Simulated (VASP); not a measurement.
Method: vdW-DF-cx, VASP's PBE PAW potentials (set 64) (plane waves; VASP).

VASP input:

INCAR:
```
SIGMA=0.1   # width (eV)
SYSTEM=Cu
LASPH=.TRUE.
ENCUT=520   # plane-wave cut-off (eV)
ALGO=Normal
EDIFF=1E-7
LMAXMIX=4   # l cut-off of mixed one-centre charges
LWAVE=.FALSE.
PREC=Accurate
LREAL=.FALSE.   # projection in real space or not
LCHARG=.FALSE.
ISMEAR=1
NELM=100   # most electronic steps
LUSE_VDW=.TRUE.
GGA=CX
AGGAC=0.0
ISIF=2   # forces and stress, cell fixed
```

File POSCAR:
```
Cu
1
    0.0000000000     1.8084187774     1.8084187774
    1.8084187774     0.0000000000     1.8084187774
    1.8084187774     1.8084187774     0.0000000000
Cu
1
Direct
  0.0000000000   0.0000000000   0.0000000000
```

**KPOINTS**
```
kpoints
0
G
17 17 17
```

POTCAR, in this order: Cu (PBE.64 set). Program: vasp_std.

What will the output report for the number of irreducible k-points (NKPTS), largest plane-wave count, number of space-group operations, FFT grid (NGX, NGY, NGZ)?

```json
{
 "number of irreducible k-points (NKPTS)": "165",
 "largest_plane_wave_count": "331",
 "number_of_space_group_operations": "48",
 "FFT grid (NGX, NGY, NGZ)": "20 × 20 × 20"
}
```

The compound is Cu in the fcc structure. This cell is one point of a volume scan, at 1.03 of the reference volume.
